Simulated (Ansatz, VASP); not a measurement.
One calculation of TaO4F, two programs

```
CELL_PARAMETERS angstrom
-2.48802 2.48802 2.47406
2.48802 -2.48802 2.47406
2.48802 2.48802 -2.47406
ATOMIC_POSITIONS crystal
Ta 0.00000 0.00000 0.00000
F 0.25000 0.75000 0.50000
O 0.49002 0.43934 0.39791
O 0.56066 0.95857 0.05068
O 0.04143 0.09212 0.60209
O 0.90788 0.50998 0.94932
```

Alike in both runs: functional r2SCAN; k mesh 5 × 5 × 5; no spin polarisation.

Ansatz relaxed the structure, and its values are those at the end. VASP's run is a single point on that final structure, the one shown.

|  | VASP | Ansatz |
| --- | --- | --- |
| version | VASP 6.6.1 | Ansatz 0.2.0 |
| potentials or method | VASP PAW PBE potentials, release 64 (Ta_pv, F, O) | PAW plane waves |
| plane-wave cutoff (eV) | 520 | 500 |
| occupations | fermi-dirac, width 0.1 eV | fermi-dirac |
| valence electrons in the cell | 42 | 44 |

```csv
,VASP,Ansatz,Ansatz less VASP
pressure (GPa),1.1,0.0,-1.07
rms of the force components (eV/Å),0.064,0.000,-0.0638
```

The two sets of potentials don't hold the same shells in valence.

Caveats: the PAW data sets were made with another functional, which shifts forces and pressure a little (VASP).
